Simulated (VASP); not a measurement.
# AlBN (P4/mmm) in VASP: a series of runs

Runs on AlBN. Level: PBE. Tasks: single point, relaxation of cell and atoms.

All numbers are computed with VASP 6.6.1; they aren't measurements. Logs are shortened: lines on timing, memory, paths and dates and some standing lists are left out, and cuts for length are marked.

## 1. The crystal as given

Symmetry: P4/mmm, No. 123, tetragonal system. The conventional cell has a = 4.335 Å, b = 4.335 Å, c = 2.662 Å, α = 90.00°, β = 90.00°, γ = 90.00°. Al (site symmetry 4/mmm) is surrounded by 2 Al at 2.66 Å. B (site symmetry 4/mmm) has 2 N at 1.33 Å as nearest neighbours. N (site symmetry 4/mmm) has 2 B at 1.33 Å as nearest neighbours.

The cell was built by a generator and needn't be a form met in nature.

## 2. Single point, PBE (random cell by space group and Wyckoff sites (P4/mmm, No. 123))

The input, INCAR:

```
PREC     = Accurate       # precision mode
ENCUT    = 520            # plane-wave cutoff, eV
EDIFF    = 1E-7           # SCF threshold, eV
ISMEAR   = 0              # smearing method
SIGMA    = 0.1            # smearing width, eV
LREAL    = F              # projectors in reciprocal space
LASPH    = T              # aspherical terms in the spheres
NELM     = 100            # most SCF steps
ALGO     = Fast           # electronic algorithm
ISIF     = 2              # what is computed and relaxed
LWAVE    = F              # write WAVECAR
LCHARG   = F              # write CHGCAR
GGA      = PE             # functional
NBANDS   = 12             # bands
```

The input, KPOINTS:

```
Automatic mesh
0
Gamma
  10 10 18
```

The input, POSCAR:

```
AlBN
1.0
    4.3350586889      0.0000000000      0.0000000000
    0.0000000000      4.3350586889      0.0000000000
    0.0000000000      0.0000000000      2.6623473163
Al B N
1 1 1
Direct
    0.0000000000      0.0000000000      0.0000000000
    0.5000000000      0.5000000000      0.0000000000
    0.5000000000      0.5000000000      0.5000000000
```

Potentials or basis: VASP PAW PBE potentials, release 64 (Al, B, N).

On the command line:

```sh
cat potpaw_PBE.64/Al/POTCAR potpaw_PBE.64/B/POTCAR potpaw_PBE.64/N/POTCAR > POTCAR
mpirun -np 1 vasp_std > vasp.out
```

OUTCAR:

```text
PREC = Accurate
   ENCUT = 520
   EDIFF = 1E-7
   ISMEAR = 0
   LREAL = F
   LASPH = T
   NELM = 100
   ISIF = 2
   GGA = PE

 ion  position               nearest neighbor table
   1  0.000  0.000  0.000-
   2  0.500  0.500  0.000-   3 1.33   3 1.33
   3  0.500  0.500  0.500-   2 1.33   2 1.33

  LATTYP: Found a simple tetragonal cell.
 ALAT       =     4.3350586889
 C/A-ratio  =     0.6141433155

  Lattice vectors:

 A1 = (   4.3350586889,   0.0000000000,   0.0000000000)
 A2 = (   0.0000000000,   4.3350586889,   0.0000000000)
 A3 = (   0.0000000000,   0.0000000000,   2.6623473163)

Analysis of symmetry for initial positions (statically):
=====================================================================
 Subroutine PRICEL returns:
 Original cell was already a primitive cell.

 Routine SETGRP: Setting up the symmetry group for a
 simple tetragonal supercell.

 Subroutine GETGRP returns: Found 16 space group operations
 (whereof 16 operations were pure point group operations)
 out of a pool of 16 trial point group operations.

The static configuration has the point symmetry D_4h.

Analysis of symmetry for dynamics (positions and initial velocities):
=====================================================================
 Subroutine PRICEL returns:
 Original cell was already a primitive cell.

 Routine SETGRP: Setting up the symmetry group for a
 simple tetragonal supercell.

 Subroutine GETGRP returns: Found 16 space group operations
 (whereof 16 operations were pure point group operations)
 out of a pool of 16 trial point group operations.

The dynamic configuration has the point symmetry D_4h.

 Subroutine INISYM returns: Found 16 space group operations
 (whereof 16 operations are pure point group operations),
 and found     1 'primitive' translations

----------------------------------------------------------------------------------------

                                     Primitive cell

  volume of cell :      50.0328

  direct lattice vectors                    reciprocal lattice vectors
     4.335058689  0.000000000  0.000000000     0.230677384  0.000000000  0.000000000
     0.000000000  4.335058689  0.000000000     0.000000000  0.230677384  0.000000000
     0.000000000  0.000000000  2.662347316     0.000000000  0.000000000  0.375608394

  length of vectors
     4.335058689  4.335058689  2.662347316     0.230677384  0.230677384  0.375608394

  position of ions in fractional coordinates (direct lattice)
     0.000000000  0.000000000  0.000000000
     0.500000000  0.500000000  0.000000000
     0.500000000  0.500000000  0.500000000

  ion indices of the primitive-cell ions
   primitive index   ion index
                 1           1
                 2           2
                 3           3

----------------------------------------------------------------------------------------

 KPOINTS: Automatic mesh

Automatic generation of k-mesh.
 Grid dimensions read from file:
 generate k-points for:   10   10   18

 Generating k-lattice:

  Cartesian coordinates                     Fractional coordinates (reciprocal lattice)
     0.023067738  0.000000000  0.000000000     0.100000000  0.000000000  0.000000000
     0.000000000  0.023067738  0.000000000     0.000000000  0.100000000  0.000000000
     0.000000000  0.000000000  0.020867133     0.000000000  0.000000000  0.055555556

  Length of vectors
     0.023067738  0.023067738  0.020867133

  Shift w.r.t. Gamma in fractional coordinates (k-lattice)
     0.000000000  0.000000000  0.000000000

 Subroutine IBZKPT returns following result:
 ===========================================

 Found    210 irreducible k-points:

 Following reciprocal coordinates:
            Coordinates               Weight
  0.000000  0.000000  0.000000      1.000000
  0.100000  0.000000  0.000000      4.000000
  0.200000  0.000000  0.000000      4.000000
  0.300000  0.000000  0.000000      4.000000
  0.400000  0.000000  0.000000      4.000000
  0.500000  0.000000  0.000000      2.000000
[... 16 lines left out ...]
  0.100000  0.000000  0.055556      8.000000
  0.200000  0.000000  0.055556      8.000000
 [... further k-points ...]
   k-points           NKPTS =    210   k-points in BZ     NKDIM =    210   number of bands    NBANDS=     12
   number of dos      NEDOS =    301   number of ions     NIONS =      3
   total plane-waves  NPLWV =  20480
   dimension x,y,z NGX =    32 NGY =   32 NGZ =   20
   dimension x,y,z NGXF=    64 NGYF=   64 NGZF=   40
   ions per type =               1   1   1
   NGX,Y,Z   is equivalent  to a cutoff of  12.27, 12.27, 12.49 a.u.
   NGXF,Y,Z  is equivalent  to a cutoff of  24.54, 24.54, 24.98 a.u.
 SYSTEM =  unknown system
   PREC   = accura    normal or accurate (medium, high low for compatibility)
   ISTART =      0    job   : 0-new  1-cont  2-samecut
   ICHARG =      2    charge: 1-file 2-atom 10-const
   ISPIN  =      1    spin polarized calculation?
   LNONCOLLINEAR =      F non collinear calculations
   LSORBIT =      F    spin-orbit coupling
   LASPH  =      T    aspherical Exc in radial PAW
   ENCUT  =  520.0 eV  38.22 Ry    6.18 a.u.   8.06  8.06  4.95*2*pi/ulx,y,z
   NELM   =    100;   NELMIN=  2; NELMDL= -5     # of ELM steps
   EDIFF  = 0.1E-06   stopping-criterion for ELM
   LREAL  =      F    real-space projection
   EDIFFG = 0.1E-05   stopping-criterion for IOM
   NSW    =      0    number of steps for IOM
   IBRION =     -1    ionic relax: 0-MD 1-quasi-New 2-CG
   NFREE  =      0    steps in history (QN), initial steepest desc. (CG)
   ISIF   =      2    stress and relaxation
   ISYM   =      2    0-nonsym 1-usesym 2-fastsym
   POTIM  = 0.5000    time-step for ionic-motion
   TEBEG  =    0.0;   TEEND  =   0.0 temperature during run
   PSTRESS=    0.0 pullay stress
   NELECT =      11.0000    total number of electrons
   NUPDOWN=      -1.0000    fix difference up-down
   EMIN   =  10.00;   EMAX   =-10.00  energy-range for DOS
   EFERMI =   0.00;   METHOD = LEGACY
   ISMEAR =     0;   SIGMA  =   0.10  broadening in eV -4-tet -1-fermi 0-gaus
   EFERMI_NEDOS =   21; number of points for ismear=-14 and -15
   IALGO  =     68    algorithm
   IMIX   =      4    mixing-type and parameters
     AMIX     =   0.40;   BMIX     =  1.00
     AMIX_MAG =   1.60;   BMIX_MAG =  1.00
  volume/ion in A,a.u.               =      16.68       112.55
  Fermi-wavevector in a.u.,A,eV,Ry     =   0.988070  1.867181 13.283114  0.976281
  Thomas-Fermi vector in A             =   2.119569
   LORBIT       =      0    0 simple, 1 ext, 2 COOP (PROOUT), +10 PAW based schemes
   GGA     = PE    functional components
   LHFCALC =     F    Hartree Fock is set to
   AEXX    =    0.0000 exact exchange contribution
   IVDW    =     0    specifies the selected vdW correction
   LEPSILON=     F    determine dielectric tensor
   LRPA    =     F    only Hartree local field effects (RPA)
 non-spin polarized calculation
 RMM-DIIS sequential band-by-band and
 Gauss-broadening in eV      SIGMA  =   0.10
  energy-cutoff  :      520.00
  volume of cell :       50.03
 maximum number of plane-waves:      1380
   NGX = 17   NGY = 17   NGZ =  9

 number of electron      10.9999999 magnetization

 Free energy of the ion-electron system (eV)
  ---------------------------------------------------
  ext. energy  EPLUGINS =         0.00000000
  ---------------------------------------------------
  free energy    TOTEN  =       -17.94545374 eV

  energy without entropy =      -17.93987478  energy(sigma->0) =      -17.94266426

 E-fermi :   3.6372     XC(G=0):  -8.7593

 val. band max:        3.6349646782   @ k =   0.3000   0.1000   0.3889
 cond. band min:       3.6486644937   @ k =   0.4000   0.3000   0.3889
 fundamental gap:      0.0136998155
 Fermi energy:         3.6371691392

 k-point     1 :       0.0000    0.0000    0.0000
  band No.  band energies     occupation
      1     -14.4659      2.00000
      2      -5.8431      2.00000
      3      -2.8200      2.00000
      4      -2.7796      2.00000
      5      -2.7796      2.00000
      6       5.6426      0.00000
      7       5.6426      0.00000
      8       6.5006      0.00000
      9       7.6586      0.00000
     10      11.1220      0.00000
     11      12.6616      0.00000
     12      12.6617      0.00000

 k-point     2 :       0.1000    0.0000    0.0000
  band No.  band energies     occupation
      1     -14.4610      2.00000
      2      -5.8427      2.00000
      3      -3.3178      2.00000
      4      -2.7657      2.00000
      5      -2.2390      2.00000
      6       5.0037      0.00000
      7       5.5235      0.00000
      8       6.8629      0.00000
      9       8.1339      0.00000
     10      11.1350      0.00000
     11      12.3294      0.00000
     12      12.9059      0.00000

 k-point     3 :       0.2000    0.0000    0.0000
  band No.  band energies     occupation
      1     -14.4482      2.00000
      2      -5.8419      2.00000
      3      -3.7648      2.00000
      4      -2.7288      2.00000
      5      -1.6591      2.00000
      6       4.0449      0.00000
      7       5.2352      0.00000
      8       7.3756      0.00000
      9       9.1461      0.00000
     10      11.1578      0.00000
     11      11.8706      0.00000
     12      13.5755      0.00000
[... 286 lines left out ...]
 k-point    23 :       0.1000    0.0000    0.0556
  band No.  band energies     occupation
      1     -14.4441      2.00000
      2      -5.9015      2.00000
      3      -3.2525      2.00000
      4      -2.7093      2.00000
      5      -2.1750      2.00000
      6       5.0575      0.00000
      7       5.5724      0.00000
      8       6.9260      0.00000
      9       8.1674      0.00000
     10      11.1412      0.00000
     11      12.1455      0.00000
     12      12.6766      0.00000

 k-point    24 :       0.2000    0.0000    0.0556
  band No.  band energies     occupation
      1     -14.4315      2.00000
      2      -5.8993      2.00000
      3      -3.7002      2.00000
      4      -2.6724      2.00000
      5      -1.5964      2.00000
      6       4.1045      0.00000
      7       5.2880      0.00000
      8       7.4336      0.00000
      9       9.1612      0.00000
     10      11.0828      0.00000
     11      11.7260      0.00000
     12      13.7432      0.00000

 [... further k-points ...]
[... 5 lines left out ...]
  --------------------------------------------------------------------------------------
  -------------------------------------------------------------------------------------
  Total       -0.0313313     -0.0313313     -0.1394455      0.0000000      0.0000000     -0.0000000
  in kB       -1.0033075     -1.0033075     -4.4654017      0.0000000      0.0000000     -0.0000000
  external PRESSURE =      -2.1573389 kB  Pullay stress =       0.0000000 kB

 VOLUME and BASIS-vectors are now :
 -----------------------------------------------------------------------------
  energy-cutoff  :      520.00
  volume of cell :       50.03
      direct lattice vectors                 reciprocal lattice vectors
     4.335058689  0.000000000  0.000000000     0.230677384  0.000000000  0.000000000
     0.000000000  4.335058689  0.000000000     0.000000000  0.230677384  0.000000000
     0.000000000  0.000000000  2.662347316     0.000000000  0.000000000  0.375608394

 POSITION                                       TOTAL-FORCE (eV/Angst)
 -----------------------------------------------------------------------------------
      0.00000      0.00000      0.00000         0.000000      0.000000      0.000000
      2.16753      2.16753      0.00000         0.000000      0.000000      0.000000
      2.16753      2.16753      1.33117         0.000000      0.000000      0.000000
 -----------------------------------------------------------------------------------
    total drift:                                0.000000     -0.000000     -0.000000

  FREE ENERGIE OF THE ION-ELECTRON SYSTEM (eV)
  ---------------------------------------------------
  free  energy   TOTEN  =       -17.9454537447 eV

  energy  without entropy=      -17.9398747802  energy(sigma->0) =      -17.94266426
```

It took 31 s on 1 thread of Intel Xeon 6975P-C (Granite Rapids), shared host; peak memory 0.25 GiB.

Results:

- Free energy: -17.9455 eV
- Pressure: -0.2 GPa
- Band gap on the k mesh: none (metal or under the smearing width)

Stress tensor (GPa, compression positive):
```
-0.10  0.00  0.00
 0.00 -0.10  0.00
 0.00  0.00 -0.45
```

Levels at points of the mesh, in eV from the Fermi level:
```
           k point  band 2  band 3  band 4  band 5  band 6  band 7  band 8  band 9
(0.00, 0.00, 0.00)   -9.48   -6.46   -6.42   -6.42    2.01    2.01    2.86    4.02
(0.50, 0.00, 0.00)   -9.48   -8.04   -6.26   -4.01   -1.49    0.95    5.45    6.55
(0.50, 0.50, 0.00)   -9.47   -7.06   -7.06   -5.81    0.85    0.85    3.77    9.31
(0.00, 0.00, 0.50)  -11.19   -3.15   -3.15   -1.68   -1.27    0.28    0.28    6.78
(0.50, 0.00, 0.50)  -11.11   -3.88   -3.08   -2.41   -0.47    0.70    2.56    3.20
(0.50, 0.50, 0.50)  -11.05   -3.45   -3.45   -1.18   -0.92   -0.92   -0.35    6.05
```

## 3. Relaxation of cell and atoms, PBE (random cell by space group and Wyckoff sites (P4/mmm, No. 123))

The input, INCAR:

```
PREC = Accurate
ENCUT = 600
EDIFF = 1E-7
ISMEAR = 0
SIGMA = 0.1
LREAL = False
LASPH = True
NELM = 100
ALGO = Fast
ISIF = 3
LWAVE = False
LCHARG = False
GGA = PE
IBRION = 2
NSW = 100
EDIFFG = -0.01
```

KPOINTS is that of step 2.

The input, POSCAR:

```
AlBN
1.0
    4.3685737192      0.0000000000      0.0000000000
    0.0000000000      4.3685737192      0.0000000000
    0.0000000000      0.0000000000      2.6579631506
Al B N
1 1 1
Direct
    0.0000000000      0.0000000000      0.0000000000
    0.5000000000      0.5000000000      0.0000000000
    0.5000000000      0.5000000000      0.5000000000
```

Potentials or basis: VASP PAW PBE potentials, release 64 (Al, B, N).

On the command line:

```sh
cat potpaw_PBE.64/Al/POTCAR potpaw_PBE.64/B/POTCAR potpaw_PBE.64/N/POTCAR > POTCAR
mpirun -np 1 vasp_std > vasp.out
```

It took 3.3 min on 1 thread of Intel Xeon 6975P-C (Granite Rapids), shared host; peak memory 0.29 GiB.

The run converged. Its results:

| Item | Value |
| --- | --- |
| Free energy | -17.9486 eV |
| Relaxed volume | 16.45 Å³/atom |
| Relaxed cell | a = 4.306 Å, b = 4.306 Å, c = 2.662 Å, α = 90.00°, β = 90.00°, γ = 90.00° |
| Space group after relaxing (to 0.05 Å) | P4/mmm (No. 123) |
| Energy gained by relaxing | 0.4 meV/atom |
| Ionic steps | 11 |
| Pressure after relaxing | 0.0 GPa |
| Band gap on the k mesh | none (metal or under the smearing width) |

Step by step:
```csv
step,energy change (eV),largest force (eV/Å),pressure (GPa),volume (Å³)
1,0.0000,0.0000,-0.12,50.73
2,-0.0002,0.0000,-0.22,50.63
3,-0.0003,0.0000,-0.48,50.42
4,-0.0003,0.0000,-0.47,50.40
5,-0.0004,0.0000,-0.44,50.34
6,-0.0006,0.0000,-0.40,50.21
7,-0.0008,0.0000,-0.33,49.96
8,-0.0011,0.0000,-0.15,49.45
9,-0.0011,0.0000,-0.11,49.32
10,-0.0011,0.0000,-0.04,49.35
11,-0.0011,0.0000,-0.02,49.36
```

Final structure:
```yaml
crystal:
  lattice:
    - [4.30584, 0.00000, 0.00000]
    - [0.00000, 4.30584, 0.00000]
    - [0.00000, 0.00000, 2.66234]
  atoms:
    - { symbol: Al, position: [0.00000, 0.00000, 0.00000] }
    - { symbol: B, position: [0.50000, 0.50000, 0.00000] }
    - { symbol: N, position: [0.50000, 0.50000, 0.50000] }
```

Levels at points of the mesh, in eV from the Fermi level:
```csv
k point,band 2,band 3,band 4,band 5,band 6,band 7,band 8,band 9
"(0.00, 0.00, 0.00)",-9.48,-6.44,-6.42,-6.42,2.10,2.10,2.87,4.08
"(0.50, 0.00, 0.00)",-9.47,-8.09,-6.26,-3.93,-1.48,1.01,5.51,6.60
"(0.50, 0.50, 0.00)",-9.47,-7.09,-7.09,-5.78,0.93,0.93,3.80,9.33
"(0.00, 0.00, 0.50)",-11.20,-3.15,-3.15,-1.66,-1.26,0.27,0.27,6.89
"(0.50, 0.00, 0.50)",-11.11,-3.92,-3.08,-2.46,-0.41,0.70,2.55,3.30
"(0.50, 0.50, 0.50)",-11.05,-3.47,-3.47,-1.15,-0.97,-0.97,-0.32,6.11
```

## 4. Single point, PBE

The input, INCAR:

```
PREC = Accurate
ENCUT = 520
EDIFF = 1E-6
ISMEAR = 0
SIGMA = 0.1
LREAL = F
LASPH = T
NELM = 100
ALGO = Fast
ISIF = 2
LWAVE = F
LCHARG = F
GGA = PE
NBANDS = 12
```

The input, KPOINTS:

```
regular mesh
0
Gamma
  10 10 18
```

The input, POSCAR:

```
AlBN
1.0
    4.3350586889      0.0000000000      0.0000000000
    0.0000000000      4.3350586889      0.0000000000
    0.0000000000      0.0000000000      2.6623473163
Al B N
1 1 1
Direct
    0.0000000000      0.0000000000      0.0000000000
    0.5000000000      0.5000000000      0.0000000000
    0.5000000000      0.5000000000      0.5000000000
```

On the command line:

```sh
cat potpaw_PBE.64/Al/POTCAR potpaw_PBE.64/B/POTCAR potpaw_PBE.64/N/POTCAR > POTCAR
mpirun -np 1 vasp_std > vasp.out
```

Wall time 31 s (1 thread of Intel Xeon 6975P-C (Granite Rapids), shared host); peak memory 0.25 GiB.

The run converged. Its results:

- Free energy: -17.9455 eV
- Pressure: -0.2 GPa
- Band gap on the k mesh: none (metal or under the smearing width)

Stress tensor (GPa, compression positive):
```
-0.10  0.00  0.00
 0.00 -0.10  0.00
 0.00  0.00 -0.45
```

Levels at points of the mesh, in eV from the Fermi level:
```tsv
k point	band 3	band 4	band 5	band 6	band 7	band 8
(0.00, 0.00, 0.00)	-6.46	-6.42	-6.42	2.01	2.01	2.86
(0.50, 0.00, 0.00)	-8.04	-6.26	-4.01	-1.49	0.95	5.45
(0.50, 0.50, 0.00)	-7.06	-7.06	-5.81	0.85	0.85	3.77
(0.00, 0.00, 0.50)	-3.15	-3.15	-1.68	-1.27	0.28	0.28
(0.50, 0.00, 0.50)	-3.88	-3.08	-2.41	-0.47	0.70	2.56
(0.50, 0.50, 0.50)	-3.45	-3.45	-1.18	-0.92	-0.92	-0.35
```

## 5. The runs side by side

```csv
task,cell,cutoff (eV),gap on the mesh (eV),pressure (GPa)
single point,"random cell by space group and Wyckoff sites (P4/mmm, No. 123)",520,none,-0.2
relaxation of cell and atoms,"relaxed from: random cell by space group and Wyckoff sites (P4/mmm, No. 123)",600,none,0.0
single point,as given,520,none,-0.2
```

Alike in all rows: level PBE; potentials or basis VASP PAW PBE potentials, release 64 (Al, B, N); no spin polarisation; k mesh 10 × 10 × 18; smearing gaussian 0.1 eV.

Absolute energies hang on the potentials; compare differences alone.
